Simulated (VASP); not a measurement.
Consider the following.

```xyz
2
Lattice="0.0000 2.4400 2.4400 2.4400 0.0000 2.4400 2.4400 2.4400 0.0000" Properties=species:S:1:pos:R:3 pbc="T T T"
Na     0.0000     0.0000     0.0000
H      2.4400     2.4400     2.4400
```

Computed with PBE GGA, VASP's PBE PAW potentials (set 64) (plane waves; VASP). Settings: 520 eV cut-off, 9×9×9 Γ-centred mesh, Gaussian smearing of 0.050 eV, potentials Na_pv H.

Question: What does the run give for the energy per atom (σ→0)?

Answer: 
- energy per atom (σ→0) = -2.543 eV/atom

Total energies compare only between runs with the same potentials, cut-off and functional.

The compound is NaH in the rock salt structure. This cell is one point of a volume scan, at 1.03 of the reference volume.
